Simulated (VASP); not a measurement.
All values below come from PBE GGA, VASP's PBE PAW potentials (set 64) (plane waves; VASP).

VASP input:

### INCAR
```
# general
SYSTEM  = Al3Sc
PREC    = Accurate
ENCUT   = 400
LREAL   = F
LASPH   = T

# electronic loop
EDIFF   = 1E-6
NELM    = 100
ALGO    = Normal
LMAXMIX = 4

# smearing
ISMEAR  = 1
SIGMA   = 0.1

# functional
GGA     = PE

# ions
ISIF    = 2

# output
LWAVE   = F
LCHARG  = F
```

### KPOINTS
```
Automatic mesh
0
Gamma
7 7 7
0 0 0
```

**POSCAR**
```
Al3Sc
1
    4.1820000000     0.0000000000     0.0000000000
    0.0000000000     4.1820000000     0.0000000000
    0.0000000000     0.0000000000     4.1820000000
Sc Al
1 3
Direct
  0.0000000000   0.0000000000   0.0000000000
  0.0000000000   0.5000000000   0.5000000000
  0.5000000000   0.0000000000   0.5000000000
  0.5000000000   0.5000000000   0.0000000000
```

POTCAR, in this order: Sc_sv Al (PBE.64 set). Program: vasp_std.

Output of the run:

File OSZICAR:
```
       N       E                     dE             d eps       ncg     rms          rms(c)
DAV:   1     0.944260869285E+02    0.94426E+02   -0.72640E+03   560   0.105E+03
DAV:   2    -0.141169205543E+02   -0.10854E+03   -0.10665E+03   572   0.331E+02
DAV:   3    -0.202050603557E+02   -0.60881E+01   -0.58604E+01   868   0.619E+01
DAV:   4    -0.203258528008E+02   -0.12079E+00   -0.12029E+00   748   0.882E+00
DAV:   5    -0.203301966507E+02   -0.43438E-02   -0.43416E-02   826   0.185E+00    0.796E+00
DAV:   6    -0.193139679329E+02    0.10162E+01   -0.53990E+00   934   0.257E+01    0.271E+00
DAV:   7    -0.192662762048E+02    0.47692E-01   -0.12448E-01   768   0.325E+00    0.164E+00
DAV:   8    -0.192412349289E+02    0.25041E-01   -0.47233E-02   888   0.209E+00    0.267E-01
DAV:   9    -0.192409841150E+02    0.25081E-03   -0.51797E-03   784   0.925E-01    0.129E-01
DAV:  10    -0.192408138934E+02    0.17022E-03   -0.71614E-04   944   0.314E-01    0.565E-02
DAV:  11    -0.192408336955E+02   -0.19802E-04   -0.12171E-04   894   0.933E-02    0.454E-02
DAV:  12    -0.192408076613E+02    0.26034E-04   -0.20843E-04   926   0.164E-01    0.414E-03
DAV:  13    -0.192408072230E+02    0.43827E-06   -0.54485E-06   702   0.254E-02
   1 F= -.19240807E+02 E0= -.19240431E+02  d E =-.112721E-02
```

**OUTCAR**
```
------------------------ aborting loop because EDIFF is reached ----------------------------------------
  FORCE on cell =-STRESS in cart. coord.  units (eV):
  Direction    XX          YY          ZZ          XY          YZ          ZX
  --------------------------------------------------------------------------------------
  Total       -2.0013323     -2.0013323     -2.0013323      0.0000000     -0.0000000     -0.0000000
  in kB      -43.8407228    -43.8407228    -43.8407228      0.0000000     -0.0000000     -0.0000000
  external PRESSURE =     -43.8407228 kB  Pullay stress =       0.0000000 kB
  volume of cell :       73.14
      direct lattice vectors                 reciprocal lattice vectors
     4.182000000  0.000000000  0.000000000     0.239120038  0.000000000  0.000000000
     0.000000000  4.182000000  0.000000000     0.000000000  0.239120038  0.000000000
     0.000000000  0.000000000  4.182000000     0.000000000  0.000000000  0.239120038
 POSITION                                       TOTAL-FORCE (eV/Angst)
 -----------------------------------------------------------------------------------
      0.00000      0.00000      0.00000         0.000000      0.000000      0.000000
      0.00000      2.09100      2.09100         0.000000      0.000000      0.000000
      2.09100      0.00000      2.09100         0.000000      0.000000      0.000000
      2.09100      2.09100      0.00000         0.000000      0.000000      0.000000
 -----------------------------------------------------------------------------------
    total drift:                               -0.000000     -0.000000     -0.000000
  FREE ENERGIE OF THE ION-ELECTRON SYSTEM (eV)
  ---------------------------------------------------
  free  energy   TOTEN  =       -19.2408072230 eV

  energy  without entropy=      -19.2396800134  energy(sigma->0) =      -19.24043149
```
(Selected blocks of OUTCAR.)

The compound is Al3Sc in the L1_2 structure. The cell was not relaxed at this level.
